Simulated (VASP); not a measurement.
Input:

```yaml
crystal:
  lattice:
    - [0.00000, 4.31918, 4.31918]
    - [4.31918, 0.00000, 4.31918]
    - [4.31918, 4.31918, 0.00000]
  atoms:
    - { symbol: Ca, position: [0.50000, 0.50000, 0.50000] }
    - { symbol: Pb, position: [0.00000, 0.00000, 0.00000] }
    - { symbol: F, position: [0.76015, 0.76015, 0.23985] }
    - { symbol: F, position: [0.23985, 0.23985, 0.76015] }
    - { symbol: F, position: [0.23985, 0.76015, 0.76015] }
    - { symbol: F, position: [0.76015, 0.23985, 0.23985] }
    - { symbol: F, position: [0.76015, 0.23985, 0.76015] }
    - { symbol: F, position: [0.23985, 0.76015, 0.23985] }
```

Level of theory: r2SCAN meta-GGA, VASP's PBE PAW potentials (set 64) (plane waves; VASP). Numerical set-up: 520 eV cut-off, 5×5×5 Γ-centred mesh, tetrahedra with Blöchl corrections, potentials Ca_sv Pb_d F.

The cores are frozen, which limits the accuracy of field gradients.

Problem. Give the principal components of the electric field gradient (V/Å²) and the asymmetry η at each nucleus.

Solution. 
```
atom    Vxx    Vyy    Vzz     η
----  -----  -----  -----  ----
Ca1     0.0    0.0    0.0     -
Pb2     0.0    0.0    0.0     -
F3    -72.5  -72.5  145.1  0.00
F4    -72.5  -72.5  145.1  0.00
F5    -72.5  -72.5  145.1  0.00
F6    -72.5  -72.5  145.1  0.00
F7    -72.5  -72.5  145.1  0.00
F8    -72.5  -72.5  145.1  0.00
```

The structure comes from a computed database's CaPbF6 entry (Fm-3m); how it stands against other phases isn't given here. It was relaxed first.
